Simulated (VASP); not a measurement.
An input for Ansatz (written as the equivalent of a VASP run, and not itself run):

Ansatz 0.2 input:
```yaml
crystal:
  lattice:
    - [5.6994905, -0.0104520, -0.0104520]
    - [-0.0104520, 5.6994905, -0.0104520]
    - [-0.0104520, -0.0104520, 5.6994905]
  atoms:
    - { symbol: Sn, position: [0.9876499, 0.9876499, 0.9876499] }
    - { symbol: Sn, position: [0.2623501, 0.2623501, 0.2623501] }
    - { symbol: Si, position: [0.5114201, 0.5114201, 0.9871424] }
    - { symbol: Si, position: [0.7385799, 0.7385799, 0.2628576] }
    - { symbol: Si, position: [0.5114201, 0.9871424, 0.5114201] }
    - { symbol: Si, position: [0.7385799, 0.2628576, 0.7385799] }
    - { symbol: Si, position: [0.9871424, 0.5114201, 0.5114201] }
    - { symbol: Si, position: [0.2628576, 0.7385799, 0.7385799] }
kpoints:
  mp_grid: { grid: [4, 4, 4] }
hamiltonian:
  xc: pbesol
  pseudopotentials: { kind: paw }
scf:
  occupations: { method: gaussian, width: 0.05 }
  max_iter: 100
relax:
  max_steps: 60
  f_tol: 0.02
  cell: {}
output: { forces: true, stress: true, eigenvalues: true }
```

Task: Translate this input to VASP (INCAR, KPOINTS, POSCAR, choice of POTCAR).

Result: One answer among several that fit: 
File KPOINTS:
```
Automatic mesh
0
Gamma
4 4 4
0 0 0
```

**INCAR**
```
SYSTEM = Sn2Si6
PREC = Accurate
ENCUT = 400
EDIFF = 1E-6
NELM = 100
ALGO = Normal
LREAL = .FALSE.
LASPH = .TRUE.
ISMEAR = 0
SIGMA = 0.05
GGA = PS
LMAXMIX = 4
LWAVE = .FALSE.
LCHARG = .FALSE.
IBRION = 2
ISIF = 3
NSW = 60
EDIFFG = -0.02
```

POSCAR:
```
Sn2Si6
1.0
  5.6994905406  -0.0104519503  -0.0104519503
 -0.0104519503   5.6994905406  -0.0104519503
 -0.0104519503  -0.0104519503   5.6994905406
Sn Si
2 6
direct
  0.9876498642   0.9876498642   0.9876498642
  0.2623501358   0.2623501358   0.2623501358
  0.5114200784   0.5114200784   0.9871424303
  0.7385799216   0.7385799216   0.2628575697
  0.5114200784   0.9871424303   0.5114200784
  0.7385799216   0.2628575697   0.7385799216
  0.9871424303   0.5114200784   0.5114200784
  0.2628575697   0.7385799216   0.7385799216
```

POTCAR, in this order: Sn_d Si (PBE.64 set). Program: vasp_std.

The two are equivalent in intent, not identical: each code has its own PAW files, so the cut-off isn't converted (ENCUT is set for VASP's; basis.ecutwfc is left out, and Ansatz then takes the one that its files recommend); Ansatz stops its SCF on the density residual and VASP on the energy change (EDIFF).

The structure was generated: Sn2Si6 was put into an ordered model structure (R-3m), which need not be its known phase. This run relaxes it. Symmetry was kept, so distortions that lower it aren't found. The start is the result of an earlier pass.
